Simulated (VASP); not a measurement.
These are PBEsol GGA, VASP's PBE PAW potentials (set 64) (plane waves; VASP 6.6.1) values and carry that method's errors.

The input files of a VASP run:

**KPOINTS**
```
Automatic mesh
0
G
19 19 19
0 0 0
```

File POSCAR:
```
Ni
1
    0.0000000000     1.6516151095     1.6516151095
    1.6516151095    -0.0000000000     1.6516151095
    1.6516151095     1.6516151095     0.0000000000
Ni
1
Direct
  0.0000000000   0.0000000000   0.0000000000
```

**INCAR**
```
# general
SYSTEM  = Ni
PREC    = Accurate
ENCUT   = 500
LREAL   = F
LASPH   = T

# electronic loop
EDIFF   = 1E-6
NELM    = 100
ALGO    = Normal
LMAXMIX = 4

# smearing
ISMEAR  = 1
SIGMA   = 0.1

# functional
GGA     = PS

# spin
ISPIN   = 2
MAGMOM  = 0.6

# ions
IBRION  = 2
NSW     = 40
ISIF    = 3
EDIFFG  = -0.02
PSTRESS = 450

# output
LWAVE   = F
LCHARG  = F
LORBIT  = 10
```

POTCAR, in this order: Ni (PBE.64 set). Program: vasp_std.

The run wrote:

### OSZICAR
```
       N       E                     dE             d eps       ncg     rms          rms(c)
DAV:   1     0.207347287433E+02    0.20735E+02   -0.47882E+03  8112   0.145E+03
DAV:   2    -0.674867453930E+01   -0.27483E+02   -0.26533E+02  8028   0.168E+02
DAV:   3    -0.712078561382E+01   -0.37211E+00   -0.37133E+00  9237   0.255E+01
DAV:   4    -0.712379237151E+01   -0.30068E-02   -0.30063E-02  8756   0.198E+00
DAV:   5    -0.712386443718E+01   -0.72066E-04   -0.72065E-04  9011   0.267E-01    0.131E+01
DAV:   6    -0.618288134819E+01    0.94098E+00   -0.13723E+01  8345   0.641E+01    0.493E+00
DAV:   7    -0.599527710135E+01    0.18760E+00   -0.15414E+00  8380   0.207E+01    0.270E+00
DAV:   8    -0.596986780971E+01    0.25409E-01   -0.29076E-02 11270   0.197E+00    0.948E-01
DAV:   9    -0.596819691926E+01    0.16709E-02   -0.64179E-04 11447   0.240E-01    0.275E-01
DAV:  10    -0.596778957281E+01    0.40735E-03   -0.23492E-04 11011   0.137E-01    0.306E-02
DAV:  11    -0.596779232650E+01   -0.27537E-05   -0.12561E-05  9910   0.502E-02    0.231E-02
DAV:  12    -0.596779455910E+01   -0.22326E-05   -0.20295E-06  4944   0.173E-02    0.699E-03
DAV:  13    -0.596779477355E+01   -0.21445E-06   -0.41989E-07  4088   0.900E-03
   1 F= -.34369910E+01 E0= -.34370661E+01  d E =-.343699E+01  mag=     0.5386
```

### OUTCAR
```
------------------------ aborting loop because EDIFF is reached ----------------------------------------
  FORCE on cell =-STRESS in cart. coord.  units (eV):
  Direction    XX          YY          ZZ          XY          YZ          ZX
  --------------------------------------------------------------------------------------
  Total        2.5255846      2.5255846      2.5255846      0.0000000     -0.0000000     -0.0000000
  in kB      449.0719839    449.0719839    449.0719839      0.0000000     -0.0000000     -0.0000000
  external PRESSURE =      -0.9280161 kB  Pullay stress =     450.0000000 kB
  volume of cell :        9.01
      direct lattice vectors                 reciprocal lattice vectors
     0.000000000  1.651615110  1.651615110    -0.302733971  0.302733971  0.302733971
     1.651615110  0.000000000  1.651615110     0.302733971 -0.302733971  0.302733971
     1.651615110  1.651615110  0.000000000     0.302733971  0.302733971 -0.302733971
 POSITION                                       TOTAL-FORCE (eV/Angst)
 -----------------------------------------------------------------------------------
      0.00000      0.00000      0.00000        -0.000000     -0.000000     -0.000000
 -----------------------------------------------------------------------------------
    total drift:                                0.000000      0.000000      0.000000
  FREE ENERGIE OF THE ION-ELECTRON SYSTEM (eV)
  ---------------------------------------------------
  free  energy   TOTEN  =        -5.9677947736 eV

  energy  without entropy=       -5.9680199140  energy(sigma->0) =       -5.96786982
  enthalpy is  TOTEN    =        -3.4369910259 eV   P V=        2.5308037477

 total charge

# of ion       s       p       d       tot
------------------------------------------
    1        0.591   0.697   8.436   9.725

 magnetization (x)

# of ion       s       p       d       tot
------------------------------------------
    1       -0.007  -0.025   0.565   0.533

 reached required accuracy - stopping structural energy minimisation
```
(Selected blocks of OUTCAR.)

**OUTCAR**
```
 val. band max:       12.1461528199   @ k =  -0.3684   0.3158   0.0526

 cond. band min:      12.1533991559   @ k =  -0.4211   0.0526   0.0000


 Fermi energy:        12.1509079895

 spin component 1

 k-point     1 :       0.0000    0.0000    0.0000
  band No.  band energies     occupation
      1       1.6817      1.00000
      2       9.2083      1.00000
      3       9.2083      1.00000
      4       9.2083      1.00000
      5      10.7383      1.00000
      6      10.7383      1.00000
      7      37.3970      0.00000
      8      42.7618      0.00000
      9      42.7618      0.00000

 k-point     2 :       0.0526    0.0000    0.0000
  band No.  band energies     occupation
      1       1.8070      1.00000
      2       9.1689      1.00000
      3       9.2407      1.00000
      4       9.2407      1.00000
      5      10.7233      1.00000
      6      10.7233      1.00000
      7      37.1869      0.00000
      8      41.1741      0.00000
      9      42.5643      0.00000

 k-point     3 :       0.1053    0.0000    0.0000
  band No.  band energies     occupation
      1       2.1770      1.00000
      2       9.0611      1.00000
      3       9.3269      1.00000
      4       9.3269      1.00000
      5      10.6893      1.00000
      6      10.6893      1.00000
      7      36.0210      0.00000
      8      39.3506      0.00000
      9      42.1250      0.00000

 k-point     4 :       0.1579    0.0000    0.0000
  band No.  band energies     occupation
      1       2.7713      1.00000
      2       8.9162      1.00000
      3       9.4315      1.00000
      4       9.4315      1.00000
      5      10.6714      1.00000
      6      10.6714      1.00000
      7      33.5590      0.00000
      8      38.6225      0.00000
      9      41.6463      0.00000

 k-point     5 :       0.2105    0.0000    0.0000
  band No.  band energies     occupation
      1       3.5479      1.00000
...
```

The compound is Ni in the fcc structure. It was relaxed first under an external pressure of 45 GPa.
